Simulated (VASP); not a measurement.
Here is the system:

```
CELL_PARAMETERS angstrom
      1.48990     0.86020     4.60990
     -1.48990     0.86020     4.60990
      0.00000    -1.72039     4.60990
ATOMIC_POSITIONS crystal
  Ti 0.50000 0.50000 0.50000
  Cr 0.00000 0.00000 0.00000
  N  0.25267 0.25267 0.25267
  N  0.74733 0.74733 0.74733
```

The numbers are results of PBEsol GGA, VASP's PBE PAW potentials (set 64) (plane waves; VASP 6.6.1), not measurements. Numerical set-up: 520 eV cut-off, Gaussian smearing of 0.050 eV, potentials Ti_sv Cr_pv N.

The run has a spin-polarised start.

Question: Give the spin-up energies of bands 10 to 21 at the high-symmetry points, in eV from the Fermi level.

Answer: 
```csv
band,Γ,T,H2,L,S0,F
10,-8.62,-5.92,-7.15,-7.16,-7.29,-8.70
11,-6.20,-5.33,-7.14,-7.03,-6.91,-6.36
12,-6.20,-5.20,-6.18,-5.74,-6.23,-5.99
13,-2.12,-5.20,-5.84,-5.62,-5.82,-5.50
14,-2.12,-4.57,-4.97,-5.15,-5.17,-3.91
15,-2.06,-4.57,-4.96,-4.96,-4.88,-3.61
16,-2.06,-1.65,-1.43,-1.68,-1.39,-3.11
17,-1.62,-1.65,-0.80,-0.66,-0.67,-0.71
18,-1.60,-0.87,-0.55,-0.25,-0.57,-0.46
19,-0.44,0.52,1.32,-0.06,1.35,0.53
20,-0.44,0.52,1.79,2.09,1.77,1.19
21,1.16,0.81,1.84,2.23,1.80,2.20
```

Question: Give the spin-down energies of bands 10 to 21 at the high-symmetry points, in eV from the Fermi level.

Answer: 
| band | Γ | T | H2 | L | S0 | F |
|---|---|---|---|---|---|---|
| 10 | -8.38 | -5.39 | -6.94 | -6.97 | -7.07 | -8.46 |
| 11 | -5.87 | -5.38 | -6.88 | -6.77 | -6.66 | -6.24 |
| 12 | -5.87 | -4.61 | -5.86 | -5.70 | -5.96 | -5.70 |
| 13 | -2.00 | -4.61 | -5.74 | -5.16 | -5.68 | -5.19 |
| 14 | -2.00 | -4.57 | -4.75 | -4.94 | -4.93 | -3.52 |
| 15 | -1.61 | -4.57 | -4.67 | -4.69 | -4.62 | -3.08 |
| 16 | -0.83 | 0.26 | 0.15 | -0.27 | 0.07 | -3.04 |
| 17 | -0.83 | 0.26 | 0.27 | 0.08 | 0.94 | 1.22 |
| 18 | -0.27 | 0.43 | 1.59 | 1.75 | 0.96 | 1.46 |
| 19 | 0.31 | 0.43 | 1.59 | 1.85 | 1.75 | 1.59 |
| 20 | 0.31 | 0.63 | 2.37 | 2.00 | 2.31 | 2.28 |
| 21 | 1.79 | 0.87 | 2.40 | 2.20 | 2.45 | 2.34 |

It has no gap at this level: it comes out as a metal or semimetal.

The structure comes from a computed database's TiCrN2 entry (R-3m); how it stands against other phases isn't given here. It was relaxed first.
